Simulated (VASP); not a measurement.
```
HfB2
1.0
    1.56232    -2.70602     0.00000
    1.56232     2.70602     0.00000
    0.00000     0.00000     3.44977
Hf B
1 2
Direct
  0.00000   0.00000   0.00000
  0.33333   0.66667   0.50000
  0.66667   0.33333   0.50000
```

Level of theory: PBE GGA with D4 dispersion, VASP's PBE PAW potentials (set 64) (plane waves; VASP). Numerical set-up: 520 eV cut-off, Gaussian smearing of 0.050 eV, potentials Hf_pv B.

Question: Give the energies of bands 5 to 11 at the high-symmetry points, in eV from the Fermi level.

Answer: 
| band | Γ | M | K | A | L | H |
|---|---|---|---|---|---|---|
| 5 | -3.25 | -9.29 | -8.54 | -8.65 | -7.74 | -9.44 |
| 6 | -3.18 | -4.38 | -8.06 | -1.44 | -5.27 | -5.73 |
| 7 | -3.18 | -3.68 | -2.83 | -1.44 | -4.99 | -3.39 |
| 8 | -2.96 | -3.14 | -2.83 | 0.07 | -2.86 | -3.39 |
| 9 | 3.91 | 1.95 | 1.55 | 0.07 | 3.87 | 4.43 |
| 10 | 3.91 | 2.58 | 1.55 | 0.81 | 4.11 | 5.30 |
| 11 | 4.58 | 5.51 | 3.26 | 0.81 | 6.17 | 6.92 |

It has no gap at this level: it comes out as a metal or semimetal.

The compound is HfB2 in the AlB2 type structure. It was relaxed first.
